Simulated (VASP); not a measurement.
PbF2 (fluorite) is relaxed at rising pressure, each step from the one before. Symmetry mostly holds the structure type, and other phases were not tried. The mesh follows the cell, and a change of mesh leaves a small step in the series.

Here is the system:

```
CELL_PARAMETERS angstrom
      0.00000     2.90707     2.90707
      2.90707     0.00000     2.90707
      2.90707     2.90707     0.00000
ATOMIC_POSITIONS crystal
  Pb 0.00000 0.00000 0.00000
  F  0.25000 0.25000 0.25000
  F  0.75000 0.75000 0.75000
```

All values below come from LDA (Ceperley-Alder, Perdew-Zunger), VASP's LDA PAW potentials (set 64) (plane waves; VASP 6.6.1). Settings: 620 eV cut-off, 7×7×7 Γ-centred mesh, Gaussian smearing of 0.050 eV, potentials Pb_d F.

| P (GPa) | V (Å³/atom) | H − H(0) (eV/atom) | space group | k-mesh |
|---|---|---|---|---|
| 0 | 16.38 | 0.000 | Fm-3m | 7×7×7 |
| 5 | 15.55 | 0.499 | Fm-3m | 7×7×7 |
| 10 | 14.93 | 0.976 | Fm-3m | 7×7×7 |
| 20 | (withheld) | (withheld) | Fm-3m | 7×7×7 |
| 30 | (withheld) | (withheld) | Fm-3m | 7×7×7 |
| 45 | 12.51 | 3.942 | Fm-3m | 7×7×7 |

### Question
Some entries are withheld; supply them.

### Answer

- 30, V (Å³/atom): 13.30
- 30, H − H(0) (eV/atom): 2.733
- 20, V (Å³/atom): 14.01
- 20, H − H(0) (eV/atom): 1.880

Pressures at which the relaxation failed are left out.

The compound is PbF2 in the fluorite structure, the β form.
